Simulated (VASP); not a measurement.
These are PBE GGA, VASP's PBE PAW potentials (set 64) (plane waves; VASP) values and carry that method's errors.

VASP input:

### INCAR
```
# general
SYSTEM  = CdSe
PREC    = Normal
ENCUT   = 500   # plane-wave cut-off (eV)
LREAL   = .FALSE.   # projection in real space or not
LASPH   = .TRUE.
NBANDS  = 160

# electronic loop
EDIFF   = 1E-8
NELM    = 1   # most electronic steps
ALGO    = Exact

# smearing
ISMEAR  = 0
SIGMA   = 0.01   # width (eV)

# functional
GGA     = PE   # PBE

# output
LWAVE   = .TRUE.
LCHARG  = .FALSE.

# other
LOPTICS = .TRUE.
```

POSCAR:
```
CdSe
1
    0.0000000000     2.9841170000     2.9841170000
    2.9841170000     0.0000000000     2.9841170000
    2.9841170000     2.9841170000     0.0000000000
Cd Se
1 1
Direct
  0.0000000000   0.0000000000   0.0000000000
  0.2500000000   0.2500000000   0.2500000000
```

**KPOINTS**
```
kpoints
0
gamma
 4 4 4
0 0 0
```

POTCAR, in this order: Cd_sv_GW Se_GW (PBE.64 set). Program: vasp_std. Read from the step before: WAVECAR.

Output

### OUTCAR
```
 ion  position               nearest neighbor table
   1  0.000  0.000  0.000-   2 2.58   2 2.58   2 2.58   2 2.58
   2  0.250  0.250  0.250-   1 2.58   1 2.58   1 2.58   1 2.58
  LATTYP: Found a face centered cubic cell.
 ALAT       =     5.9682340000
 Subroutine PRICEL returns:
 Original cell was already a primitive cell.
 Subroutine GETGRP returns: Found 24 space group operations
The static configuration has the point symmetry T_d .
The dynamic configuration has the point symmetry T_d .
 Subroutine INISYM returns: Found 24 space group operations
 Subroutine IBZKPT returns following result:
 Found      8 irreducible k-points:

 Following reciprocal coordinates:
            Coordinates               Weight
  0.000000  0.000000  0.000000      1.000000
  0.250000  0.000000  0.000000      8.000000
  0.500000  0.000000  0.000000      4.000000
  0.250000  0.250000  0.000000      6.000000
  0.500000  0.250000  0.000000     24.000000
 -0.250000  0.250000  0.000000     12.000000
  0.500000  0.500000  0.000000      3.000000
 -0.250000  0.500000  0.250000      6.000000
   k-points           NKPTS =      8   k-points in BZ     NKDIM =      8   number of bands    NBANDS=    160
   number of dos      NEDOS =    301   number of ions     NIONS =      2
   total plane-waves  NPLWV =  13824
   dimension x,y,z NGX =    24 NGY =   24 NGZ =   24
   dimension x,y,z NGXF=    48 NGYF=   48 NGZF=   48
   ions per type =               1   1
   PREC   = normal    normal or accurate (medium, high low for compatibility)
   ISTART =      1    job   : 0-new  1-cont  2-samecut
   ICHARG =      0    charge: 1-file 2-atom 10-const
   ISPIN  =      1    spin polarized calculation?
   LNONCOLLINEAR =      F non collinear calculations
   LSORBIT =      F    spin-orbit coupling
   INIWAV =      1    electr: 0-lowe 1-rand  2-diag
   ENCUT  =  500.0 eV  36.75 Ry    6.06 a.u.   7.69  7.69  7.69*2*pi/ulx,y,z
   NELM   =      1;   NELMIN=  2; NELMDL=  0     # of ELM steps
   EDIFF  = 0.1E-07   stopping-criterion for ELM
   LREAL  =      F    real-space projection
   NLSPLINE    = F    spline interpolate recip. space projectors
   LMAXMIX     =    2 max onsite mixed and CHGCAR
   VOSKOWN=      0    Vosko Wilk Nusair interpolation
   EDIFFG = 0.1E-06   stopping-criterion for IOM
   NSW    =      0    number of steps for IOM
   NBLOCK =      1;   KBLOCK =      1    inner block; outer block
   IBRION =     -1    ionic relax: 0-MD 1-quasi-New 2-CG
   NFREE  =      0    steps in history (QN), initial steepest desc. (CG)
   ISIF   =      2    stress and relaxation
   ISYM   =      2    0-nonsym 1-usesym 2-fastsym
   TEIN   =    0.0    initial temperature
   TEBEG  =    0.0;   TEEND  =   0.0 temperature during run
   SMASS  =  -3.00    Nose mass-parameter (am)
   PSTRESS=    0.0 pullay stress
   NELECT =      26.0000    total number of electrons
   EFERMI =   0.00;   METHOD = LEGACY
   ISMEAR =     0;   SIGMA  =   0.01  broadening in eV -4-tet -1-fermi 0-gaus
   IALGO  =     90    algorithm
   LDIAG  =      T    sub-space diagonalisation (order eigenvalues)
   IMIX   =      4    mixing-type and parameters
     AMIX     =   0.40;   BMIX     =  1.00
     AMIX_MAG =   1.60;   BMIX_MAG =  1.00
     AMIN     =   0.10
   GGA     = PE    functional components
   VOSKOWN =     0    Vosko Wilk Nusair interpolation
   LHFCALC =     F    Hartree Fock is set to
   LHFONE  =     F    Hartree Fock one center treatment
   AEXX    =    0.0000 exact exchange contribution
   IVDW    =     0    specifies the selected vdW correction
   LEPSILON=     F    determine dielectric tensor
   LRPA    =     F    only Hartree local field effects (RPA)
  energy-cutoff  :      500.00
  volume of cell :       53.15
      direct lattice vectors                 reciprocal lattice vectors
...
```

**OSZICAR**
```
       N       E                     dE             d eps       ncg     rms          rms(c)
DIA:   1    -0.538889475540E+01   -0.53889E+01    0.00000E+00     0   0.000E+00
   1 F= -.53888948E+01 E0= -.53888948E+01  d E =0.000000E+00
 imaginary and real dielectric function
```

File OUTCAR:
```


 plasma frequency squared (from intraband transitions) (eV^2)
  --------------------------------------------------------------------------------------
       0.000       0.000       0.000
       0.000       0.000       0.000
       0.000       0.000       0.000

 plasma frequency squared (from interband transitions, int dw w eps(2)(w)) (eV^2)
  --------------------------------------------------------------------------------------
     609.227       0.000      -0.000       0.000       0.000      -0.000
      -0.000      -0.000     609.227       0.000      -0.000       0.000
       0.000       0.000      -0.000      -0.000     609.227       0.000
```
(Selected blocks of OUTCAR.)

**OUTCAR**
```
 val. band max:        2.8804488609   @ k =   0.0000   0.0000   0.0000

 cond. band min:       3.5800103588   @ k =   0.0000   0.0000   0.0000



 k-point     1 :       0.0000    0.0000    0.0000
  band No.  band energies     occupation
      1     -98.9230      2.00000
      2     -59.9940      2.00000
      3     -59.9940      2.00000
      4     -59.9940      2.00000
      5     -10.0431      2.00000
      6      -5.2896      2.00000
      7      -5.2896      2.00000
      8      -5.2896      2.00000
      9      -4.8521      2.00000
     10      -4.8521      2.00000
     11       2.8804      2.00000
     12       2.8804      2.00000
     13       2.8804      2.00000
     14       3.5800      0.00000
     15       8.7966      0.00000
     16       8.7966      0.00000
     17       8.7966      0.00000
     18      12.8823      0.00000
     19      14.0969      0.00000
     20      14.0969      0.00000
     21      15.0124      0.00000
     22      15.0124      0.00000
     23      15.0125      0.00000
     24      17.3686      0.00000
     25      26.9427      0.00000
     26      26.9427      0.00000
     27      26.9427      0.00000
     28      27.0169      0.00000
     29      27.0169      0.00000
     30      27.0169      0.00000
     31      28.0254      0.00000
     32      28.0254      0.00000
     33      28.0254      0.00000
     34      29.8016      0.00000
     35      29.8016      0.00000
     36      35.1488      0.00000
     37      36.2880      0.00000
     38      36.8194      0.00000
     39      36.8194      0.00000
     40      36.8194      0.00000
     41      38.5572      0.00000
     42      38.5572      0.00000
     43      39.8249      0.00000
     44      39.8249      0.00000
     45      39.8249      0.00000
     46      40.0271      0.00000
     47      40.0271      0.00000
     48      40.0271      0.00000
     49      42.4030      0.00000
     50      42.4030      0.00000
     51      42.4030      0.00000
     52      42.4733      0.00000
...
```

The density is held fixed in this step, so its total energy and stress have no physical meaning.

The compound is CdSe in the zinc blende structure, whereas wurtzite is the usual form. This cell is one point of a volume scan, at 0.96 of the reference volume. The k-mesh is coarse (spacing up to 0.46 per Å, 2π included), so the numbers may not be converged in it.
